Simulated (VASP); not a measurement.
Data:

```
AgB2
1.0
    3.01348     0.00000     0.00000
   -1.50674     2.60975     0.00000
    0.00000     0.00000     4.06937
B Ag
2 1
Direct
  0.33333   0.66667   0.50000
  0.66667   0.33333   0.50000
  0.00000   0.00000   0.00000
```

The numbers are results of r2SCAN meta-GGA, VASP's PBE PAW potentials (set 64) (plane waves; VASP 6.6.1), not measurements. Run with 520 eV cut-off, 11×11×7 Γ-centred mesh, first-order Methfessel-Paxton smearing of 0.10 eV, potentials B Ag.

Task: What does the run give for the energy per atom (σ→0), band gap (on the k-mesh) with the smallest direct gap where there is one?

Result: 
* **band gap (on the k-mesh)**: none (metal, semimetal or under 0.01 eV)
* **energy per atom (σ→0)**: -11.494 eV/atom

The structure comes from a measured AgB2 entry (P6/mmm) of the Crystallography Open Database, whose conditions weren't checked. It was relaxed first, which changed the volume by +27 %. The start is the result of an earlier pass. The electron count is odd and the run is not spin-polarised, which forces a metal.
